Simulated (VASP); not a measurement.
The system is Be3CdSe4.

```
Be Cd Se
1.0
     3.91998    0.00000    0.00000
     0.00000    3.91998    0.00000
     0.00000    0.00000   11.09455
Be Cd Se
3 1 4
Direct
  0.50000 0.50000 0.75305
  0.00000 0.00000 0.50000
  0.50000 0.50000 0.24695
  0.00000 0.00000 0.00000
  0.00000 0.00000 0.23734
  0.50000 0.50000 0.00000
  0.00000 0.00000 0.76266
  0.50000 0.50000 0.50000
```

The cell was built by a generator and needn't be a form met in nature.

| Quantity | Value |
| --- | --- |
| Program | VASP 6.6.1 |
| Task | relaxation of cell and atoms |
| Functional | PBE |
| Potentials or basis | VASP PAW PBE potentials, release 64 (Be, Cd, Se) |
| Cutoff | 520 eV |
| k mesh | 4 × 4 × 2 |
| Occupations | gaussian, width 0.15 eV |
| Spin | no spin polarisation |

At the start: pressure -8.3 GPa; volume 21.31 Å³/atom.

Q: How do energy, volume and symmetry change on relaxing?

A: Over 15 steps the energy falls by 244.1 meV/atom and the volume is 17.78 Å³/atom (-16.6 %); space group P4/mmm (No. 123, to 0.05 Å).

Step by step:
| step | energy change (eV) | largest force (eV/Å) | pressure (GPa) | volume (Å³) |
| --- | --- | --- | --- | --- |
| 1 | 0.0000 | 1.6314 | -8.26 | 170.48 |
| 2 | -1.0560 | 1.9294 | -0.16 | 144.78 |
| 3 | -1.0852 | 1.9803 | 2.03 | 140.38 |
| 4 | -1.4519 | 1.1163 | 1.63 | 139.17 |
| 5 | -1.6514 | 0.6046 | 2.32 | 137.49 |
| 6 | -1.8400 | 0.5406 | -0.96 | 143.54 |
| 7 | -1.8471 | 0.5266 | -1.62 | 145.13 |
| 8 | -1.9049 | 0.2935 | 0.40 | 141.77 |
| 9 | -1.9050 | 0.2943 | 0.46 | 141.86 |
| 10 | -1.9315 | 0.1515 | 0.09 | 142.35 |
| 11 | -1.9357 | 0.2080 | -0.05 | 142.68 |
| 12 | -1.9460 | 0.1208 | -0.07 | 142.62 |
| 13 | -1.9497 | 0.1097 | -0.05 | 142.55 |
| 14 | -1.9497 | 0.1142 | -0.06 | 142.53 |
| 15 | -1.9527 | 0.0612 | 0.22 | 142.22 |

Final structure:
```yaml
crystal:
  lattice:
    - [3.74450, 0.00000, 0.00000]
    - [0.00000, 3.74450, 0.00000]
    - [0.00000, 0.00000, 10.14334]
  atoms:
    - { symbol: Be, position: [0.50000, 0.50000, 0.72905] }
    - { symbol: Be, position: [0.00000, 0.00000, 0.50000] }
    - { symbol: Be, position: [0.50000, 0.50000, 0.27095] }
    - { symbol: Cd, position: [0.00000, 0.00000, 0.00000] }
    - { symbol: Se, position: [0.00000, 0.00000, 0.27775] }
    - { symbol: Se, position: [0.50000, 0.50000, 0.00000] }
    - { symbol: Se, position: [0.00000, 0.00000, 0.72225] }
    - { symbol: Se, position: [0.50000, 0.50000, 0.50000] }
```

Caveat: the k mesh is coarse (spacing up to 0.40 Å⁻¹), so the values aren't converged; the volume moved by over 15 % at a fixed basis, so the end points are rough.
